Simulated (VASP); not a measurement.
# Lattice vibrations of Sr (Strontium), part 2 of 4

How does the lattice of Sr (Strontium) vibrate? The start is a cell from a database of measured crystal structures.

VASP 6.6.1; LDA; plane waves and PAW (Sr_sv).

So far. Step 2 (Relax the host): An edge changed by 5 % against the database cell. Step 3 (Relax the host again, on a new basis): The run ended after 3 ionic steps, 0.001 eV below its first step, once forces and stress met EDIFFG = -0.02. The relaxed cell has a = 5.814 Å (conventional setting).

## 4. Tight relaxation

Force constants are second derivatives, so residual forces and stress must first be far smaller than in an ordinary relaxation. Smearing and mesh differ from the relaxation before, which can move the cell too.

INCAR reads:

```
SYSTEM = Sr
PREC = Accurate
ENCUT = 350
EDIFF = 1E-08
NELM = 120
ISMEAR = 1
SIGMA = 0.2
LREAL = .FALSE.
ALGO = Fast
GGA = CA
NBANDS = 11
LORBIT = 11
LWAVE = .FALSE.
LCHARG = .FALSE.
KPAR = 4
IBRION = 1
NSW = 30
ISIF = 3
EDIFFG = -0.002
POTIM = 0.4
```

POSCAR reads:

```
Sr
1.0
    0.0000000000      2.9069650259      2.9069650259
    2.9069650259      0.0000000000      2.9069650259
    2.9069650259      2.9069650259      0.0000000000
Sr
1
Direct
    0.0000000000      0.0000000000      0.0000000000
```

KPOINTS reads:

```
Automatic mesh
0
Gamma
10 10 10
0 0 0
```

PAW data sets: Sr_sv (LDA family, release 64).

Command:

```bash
> mpirun -np 4 vasp_std
```

The log of the run:

```text
[... set-up lines as in an earlier step ...]
 entering main loop
       N       E                     dE             d eps       ncg     rms          rms(c)
DAV:   1     0.260371254069E+02    0.26037E+02   -0.39719E+03  1042   0.592E+02
DAV:   2    -0.789153374116E+00   -0.26826E+02   -0.26382E+02  1252   0.132E+02
DAV:   3    -0.185641930845E+01   -0.10673E+01   -0.10559E+01  1447   0.191E+01
DAV:   4    -0.190246725641E+01   -0.46048E-01   -0.46007E-01  1365   0.373E+00
DAV:   5    -0.190387087264E+01   -0.14036E-02   -0.14035E-02  1459   0.459E-01    0.120E+01
RMM:   6    -0.189851565446E+01    0.53552E-02   -0.48156E-03  1035   0.815E-01    0.683E+00
RMM:   7    -0.189476173964E+01    0.37539E-02   -0.11010E-02  1139   0.114E+00    0.237E-01
RMM:   8    -0.189494207620E+01   -0.18034E-03   -0.35699E-03  1185   0.264E-01    0.108E-01
RMM:   9    -0.189502225880E+01   -0.80183E-04   -0.46132E-04  1203   0.860E-02    0.735E-02
RMM:  10    -0.189504248808E+01   -0.20229E-04   -0.94509E-05  1164   0.701E-02    0.139E-01
RMM:  11    -0.189504499012E+01   -0.25020E-05   -0.30540E-05  1226   0.248E-02    0.864E-03
RMM:  12    -0.189504605877E+01   -0.10687E-05   -0.70332E-06  1306   0.104E-02    0.334E-03
RMM:  13    -0.189504614133E+01   -0.82556E-07   -0.10318E-06  1297   0.391E-03    0.209E-03
WARNING in EDDRMM: call to ZHEGV failed, returncode =   8  4      5
RMM:  14    -0.189504618454E+01   -0.43211E-07   -0.31150E-07  1238   0.222E-03    0.164E-03
 num prob RMM:  15    -0.189504619612E+01   -0.11577E-07   -0.10305E-07  1026   0.121E-03    0.917E-04
 num prob  num prob  num prob RMM:  16    -0.189504619904E+01   -0.29196E-08   -0.31274E-08   932   0.804E-04
   1 F= -.18950462E+01 E0= -.18960060E+01  d E =-.189505E+01
 BRION: g(F)=  0.997E-64 g(S)=  0.356E-03
 bond charge predicted
       N       E                     dE             d eps       ncg     rms          rms(c)
DAV:   1    -0.189787278125E+01   -0.28266E-02   -0.65568E-02  1128   0.193E+00    0.354E-01
RMM:   2    -0.189587995949E+01    0.19928E-02   -0.54581E-03  1039   0.609E-01    0.140E-01
RMM:   3    -0.189521917780E+01    0.66078E-03   -0.22574E-03  1077   0.375E-01    0.186E-01
RMM:   4    -0.189524737414E+01   -0.28196E-04   -0.23669E-04  1185   0.889E-02    0.136E-01
RMM:   5    -0.189529017461E+01   -0.42800E-04   -0.10653E-04  1214   0.467E-02    0.624E-02
RMM:   6    -0.189531029998E+01   -0.20125E-04   -0.10737E-04  1229   0.458E-02    0.311E-02
RMM:   7    -0.189531629285E+01   -0.59929E-05   -0.13874E-05  1224   0.227E-02    0.143E-02
RMM:   8    -0.189531733326E+01   -0.10404E-05   -0.14334E-05  1272   0.163E-02    0.254E-03
RMM:   9    -0.189531764206E+01   -0.30880E-06   -0.20392E-06  1248   0.644E-03    0.270E-03
WARNING in EDDRMM: call to ZHEGV failed, returncode =   8  4      5
WARNING in EDDRMM: call to ZHEGV failed, returncode =   8  4      5
RMM:  10    -0.189531771114E+01   -0.69076E-07   -0.63359E-07  1240   0.378E-03    0.272E-03
WARNING in EDDRMM: call to ZHEGV failed, returncode =   8  4      6
RMM:  11    -0.189531773486E+01   -0.23727E-07   -0.18049E-07  1119   0.206E-03    0.230E-03
 num prob  num prob RMM:  12    -0.189531774285E+01   -0.79883E-08   -0.74906E-08   957   0.132E-03
   2 F= -.18953177E+01 E0= -.18963261E+01  d E =-.271544E-03
 BRION: g(F)=  0.938E-64 g(S)=  0.952E-04 retain N=  1 mean eig= 2.07
 eig:   2.065
 bond charge predicted
       N       E                     dE             d eps       ncg     rms          rms(c)
DAV:   1    -0.189835673850E+01   -0.30390E-02   -0.74994E-02  1110   0.206E+00    0.379E-01
RMM:   2    -0.189605808581E+01    0.22987E-02   -0.62441E-03  1037   0.653E-01    0.151E-01
RMM:   3    -0.189529844176E+01    0.75964E-03   -0.25996E-03  1080   0.404E-01    0.198E-01
RMM:   4    -0.189533316990E+01   -0.34728E-04   -0.29094E-04  1189   0.974E-02    0.144E-01
RMM:   5    -0.189538479311E+01   -0.51623E-04   -0.12468E-04  1215   0.512E-02    0.661E-02
RMM:   6    -0.189540960510E+01   -0.24812E-04   -0.12921E-04  1240   0.498E-02    0.321E-02
RMM:   7    -0.189541684554E+01   -0.72404E-05   -0.15653E-05  1220   0.242E-02    0.146E-02
WARNING in EDDRMM: call to ZHEGV failed, returncode =   6  3      6
RMM:   8    -0.189541767915E+01   -0.83360E-06   -0.15827E-05  1268   0.169E-02    0.236E-03
WARNING in EDDRMM: call to ZHEGV failed, returncode =   6  3      6
RMM:   9    -0.189541804985E+01   -0.37071E-06   -0.25040E-06  1270   0.702E-03    0.305E-03
RMM:  10    -0.189541812720E+01   -0.77353E-07   -0.70253E-07  1235   0.389E-03    0.325E-03
RMM:  11    -0.189541815684E+01   -0.29640E-07   -0.21259E-07  1142   0.222E-03    0.266E-03
 num prob  num prob RMM:  12    -0.189541816321E+01   -0.63683E-08   -0.82300E-08   975   0.145E-03
   3 F= -.18954182E+01 E0= -.18964732E+01  d E =-.100420E-03
 BRION: g(F)=  0.117E-63 g(S)=  0.182E-09 retain N=  1 mean eig= 2.07
 eig:   2.068
 reached required accuracy - stopping structural energy minimisation
```

The job ended after 15 s (4 MPI ranks of AMD EPYC 7R43, shared host; peak memory 0.45 GiB; 60 s of CPU time).

Parts of OUTCAR (step 4):

```text
  LATTYP: Found a face centered cubic cell.
 ALAT       =     5.8139300518

The static configuration has the point symmetry O_h .

 Found     47 irreducible k-points:

   k-points           NKPTS =     47   k-points in BZ     NKDIM =     47   number of bands    NBANDS=     11

   ENCUT  =  350.0 eV  25.72 Ry    5.07 a.u.   6.27  6.27  6.27*2*pi/ulx,y,z

   NELECT =      10.0000    total number of electrons

 E-fermi :   1.9213

 k-point     1 :       0.0000    0.0000    0.0000
  band No.  band energies     occupation
      1     -34.3581      2.00000
      2     -16.3083      2.00000
      3     -16.3083      2.00000
      4     -16.3083      2.00000
      5      -1.9816      2.00000
      6       4.2404     -0.00000
      7       4.2404     -0.00000
      8       4.2404     -0.00000
      9       5.9109     -0.00000
     10       5.9109     -0.00000
    ...

 k-point     2 :       0.1000    0.0000    0.0000
  band No.  band energies     occupation
      1     -34.3556      2.00000
      2     -16.3394      2.00000
      3     -16.3123      2.00000
      4     -16.3123      2.00000
      5      -1.7985      2.00000
      6       3.9797     -0.00000
      7       4.3254     -0.00000
      8       4.3254     -0.00000
      9       5.8000     -0.00000
     10       5.8000     -0.00000
    ...

  Total       -0.0000396     -0.0000396     -0.0000396     -0.0000000      0.0000000     -0.0000000
  in kB       -0.0013090     -0.0013090     -0.0013090     -0.0000000      0.0000000     -0.0000000
  external PRESSURE =      -0.0013090 kB  Pullay stress =       0.0000000 kB

  energy-cutoff  :      350.00
  volume of cell :       48.48
      direct lattice vectors                 reciprocal lattice vectors
     0.000000000  2.894114202  2.894114202    -0.172764433  0.172764433  0.172764433
     2.894114202  0.000000000  2.894114202     0.172764433 -0.172764433  0.172764433
     2.894114202  2.894114202  0.000000000     0.172764433  0.172764433 -0.172764433

 POSITION                                       TOTAL-FORCE (eV/Angst)
 -----------------------------------------------------------------------------------
     -0.00000     -0.00000      0.00000        -0.000000     -0.000000     -0.000000
 -----------------------------------------------------------------------------------
    total drift:                                0.000000     -0.000000     -0.000000

  FREE ENERGIE OF THE ION-ELECTRON SYSTEM (eV)
  ---------------------------------------------------
  free  energy   TOTEN  =        -1.8954181632 eV

  energy  without entropy=       -1.8985832171  energy(sigma->0) =       -1.89647318

 total charge
# of ion       s       p       d       tot
------------------------------------------
    1        2.076   5.691   0.168   7.934

[... 4 parts as in an earlier step ...]

[... 6 further parts left out ...]
```

CONTCAR:

```
Sr
   1.00000000000000
     0.0000000000000000    2.8941142021378075    2.8941142021378075
     2.8941142021378075    0.0000000000000000    2.8941142021378075
     2.8941142021378075    2.8941142021378075    0.0000000000000000
  Sr
     1
Direct
     0.0000000000000000   -0.0000000000000000   -0.0000000000000000
```

The k-mesh is coarse for a metal.

Step by step:

```tsv
step	energy less that of the first step (eV)	largest force (eV/Å)	pressure (GPa)	volume (Å³)
1	0.0000	0.0000	-0.18	49.13
2	-0.0003	0.0000	-0.09	48.82
3	-0.0004	0.0000	0.00	48.48
```

```tsv
conventional cell, symmetrised	before	after	change
a (Å)	5.814	5.788	-0.4 %
b (Å)	5.814	5.788	-0.4 %
c (Å)	5.814	5.788	-0.4 %
volume (Å³/atom)	49.13	48.48	-1.3 %
```

The relaxed structure:

```xyz
1
Lattice="0.0000 2.8941 2.8941 2.8941 0.0000 2.8941 2.8941 2.8941 0.0000" Properties=species:S:1:pos:R:3 pbc="T T T"
Sr    0.0000    0.0000    0.0000
```

Numbers from this step:

| Quantity | Value |
| --- | --- |
| electronic cycles | 40 |
| free energy (TOTEN) | -1.895 eV |
| energy at zero smearing | -1.896 eV |
| Fermi energy | 1.921 eV |
| pressure | -1.31e-4 GPa |
| labelled metallic, from the levels on this mesh | yes |

The run ended after 3 ionic steps, 0.000 eV below its first step, once forces and stress met EDIFFG = -0.002.

(Continued in part 3 of 4.)

[Lines on the potential files, build, host, timing and source positions are cut from VASP's logs without a mark.]

[Logs are printed without paths, hosts, clocks, repeated set-up lines and the standing remarks that a program may print on its own settings, such as how far it seeks lower states.]

[Hosts, paths, dates, database ids (printed as entryN), source tags and the programs' standing remarks are cut or masked in the printed files.]

[Runs that stopped without an error message from VASP are left out.]
